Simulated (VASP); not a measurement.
Given:

```
CELL_PARAMETERS angstrom
      0.00000     2.22000     2.22000
      2.22000     0.00000     2.22000
      2.22000     2.22000     0.00000
ATOMIC_POSITIONS crystal
  Hf 0.00000 0.00000 0.00000
```

Computed with LDA (Ceperley-Alder, Perdew-Zunger), VASP's LDA PAW potentials (set 64) (plane waves; VASP). Run with 300 eV cut-off, 13×13×13 Γ-centred mesh, Fermi-Dirac smearing of 0.050 eV, potentials Hf_pv.

At this cut-off the stress carries a Pulay error, which pulls relaxed volumes low. Unless said otherwise, spin-orbit coupling is left out, though it shifts the bands of the heavy elements here.

What does the run give for the energy per atom (σ→0), pressure, band gap (on the k-mesh) with the smallest direct gap where there is one?

| Property | Result |
|---|---|
| band gap (on the k-mesh) | none (metal, semimetal or under 0.01 eV) |
| energy per atom (σ→0) | -10.609 eV/atom |
| pressure | -5.79 GPa |

Only differences to runs with the same potentials and settings are physical.

The structure comes from a measured Hf entry (Fm-3m) of the Crystallography Open Database, whose conditions weren't checked. The cell was not relaxed at this level.
